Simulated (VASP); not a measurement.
Consider the following.

```xyz
1
Lattice="-3.0500 3.0500 3.0500 3.0500 -3.0500 3.0500 3.0500 3.0500 -3.0500" Properties=species:S:1:pos:R:3 pbc="T T T"
Cs     0.0000     0.0000     0.0000
```

Level of theory: PBE GGA, VASP's PBE PAW potentials (set 64) (plane waves; VASP). Settings: 520 eV cut-off, 8×8×8 Γ-centred mesh, first-order Methfessel-Paxton smearing of 0.10 eV, potentials Cs_sv.

Energy and stress use the plane-wave basis of the starting cell.

The ions, cell shape and volume are relaxed. What does this cell relax into?

```xyz
1
Lattice="-3.0747 3.0747 3.0747 3.0747 -3.0747 3.0747 3.0747 3.0747 -3.0747" Properties=species:S:1:pos:R:3 pbc="T T T"
Cs     0.0000     0.0000     0.0000
```
Space group Im-3m (229), at a tolerance of 0.03 Å.

How do energy and volume change from the first to the last step?

The energy (σ→0) changes by -0.6 meV/atom and the volume by +2.4 %, in 3 ionic steps.

| step | E(σ→0) (eV) | max force (eV/Å) | pressure (GPa) | volume (Å³) |
|---|---|---|---|---|
| 1 | -0.8431 | 0.000 | 0.06 | 113.49 |
| 2 | -0.8433 | 0.000 | 0.05 | 114.18 |
| 3 | -0.8437 | 0.000 | 0.01 | 116.27 |

The compound is Cs in the bcc structure. This run relaxes it. Symmetry was kept, so distortions that lower it aren't found.
